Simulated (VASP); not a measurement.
Pd3PbC:

```
Pb Pd C
1.0
     4.29894    0.00000    0.00000
     0.00000    4.29894    0.00000
     0.00000    0.00000    4.29894
Pb Pd C
1 3 1
Cartesian
  0.0000 0.0000 0.0000
  2.1495 0.0000 2.1495
  2.1495 2.1495 0.0000
  0.0000 2.1495 2.1495
  2.1495 2.1495 2.1495
```

The cell comes from a database or a generator and needn't be the stable form of this composition.

* Program: VASP 6.6.1
* Task: single point
* Functional: PBE
* Potentials or basis: VASP PAW PBE potentials, release 64 (Pb_d, Pd, C)
* Cutoff: 520 eV
* k mesh: 6 × 6 × 6
* Occupations: fermi-dirac, width 0.05 eV
* Spin: no spin polarisation

On this cell: pressure -1.2 GPa; largest force zero by symmetry; band gap on the k mesh none (metal or under the smearing width).

The same run follows on a disturbed copy (atoms moved at random, drawn with an rms of 0.05 Å):

```
Pb Pd C
1.0
     4.29894    0.00000    0.00000
     0.00000    4.29894    0.00000
     0.00000    0.00000    4.29894
Pb Pd C
1 3 1
Cartesian
  0.0580 -0.0189 -0.0484
  2.1501 -0.0111 2.0775
  2.1543 2.0991 -0.0130
  0.0316 2.1192 2.1610
  2.1471 2.1814 2.1585
```

Q: What does the disturbed cell give?

A: The energy (extrapolated to zero smearing) moves by +2.7 meV/atom; pressure -1.0 GPa; largest force 0.246 eV/Å; band gap on the k mesh none (metal or under the smearing width).

Forces in eV/Å, atoms in the order of the input:
```
Pb  -0.225 -0.043  0.088
Pd   0.152  0.047  0.029
Pd   0.146  0.027  0.025
Pd  -0.207 -0.013 -0.118
C    0.134 -0.018 -0.024
```

Stress tensor (GPa, compression positive):
```
-1.03  0.05  0.06
 0.05 -0.90 -0.16
 0.06 -0.16 -1.05
```
